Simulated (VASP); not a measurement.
```cif
data_Bi2Dy2
_chemical_formula_sum 'Dy2 Bi2'
_space_group_name_H-M_alt 'P63/mmc'
_space_group_IT_number 194
_space_group_name_Hall '-P 6c 2c'
_cell_length_a 4.37885
_cell_length_b 4.37885
_cell_length_c 7.47990
_cell_angle_alpha 90.000
_cell_angle_beta 90.000
_cell_angle_gamma 120.000
loop_
_atom_site_label
_atom_site_type_symbol
_atom_site_symmetry_multiplicity
_atom_site_Wyckoff_symbol
_atom_site_fract_x
_atom_site_fract_y
_atom_site_fract_z
_atom_site_occupancy
Dy1 Dy 2 a 0.00000 0.00000 0.00000 1
Bi1 Bi 2 c 0.33333 0.66667 0.25000 1
```

All values below come from PBEsol GGA, VASP's PBE PAW potentials (set 64) (plane waves; VASP). Run with 480 eV cut-off, 8×8×4 Γ-centred mesh, first-order Methfessel-Paxton smearing of 0.10 eV, potentials Dy_3 Bi_d.

The 4f electrons are frozen in the core of the lanthanide potential, so 4f levels, which can set the real gap, and their magnetism are missing.

Each relaxation starts from this cell; other phases were not tried.

Problem. The cell is relaxed at 10 GPa. What happens?

Solution. The volume per atom goes from 31.05 to 27.22 Å³ (-12.3 %), and the cell becomes a = 4.1444 Å, b = 4.1444 Å, c = 7.3191 Å, α = 90.00°, β = 90.00°, γ = 120.00°, space group P6_3/mmc.

Problem. The cell is relaxed at 15 GPa. What happens?

Solution. The volume per atom goes from 31.05 to 25.92 Å³ (-16.5 %), and the cell becomes a = 4.053 Å, b = 4.053 Å, c = 7.289 Å, α = 90.00°, β = 90.00°, γ = 120.00°, space group P6_3/mmc.

Failed runs are left out, and for metals the shear rows, which the mesh's noise covers.

The structure was generated: DyBi was put into the NiAs type (P6_3/mmc), which need not be its known phase.
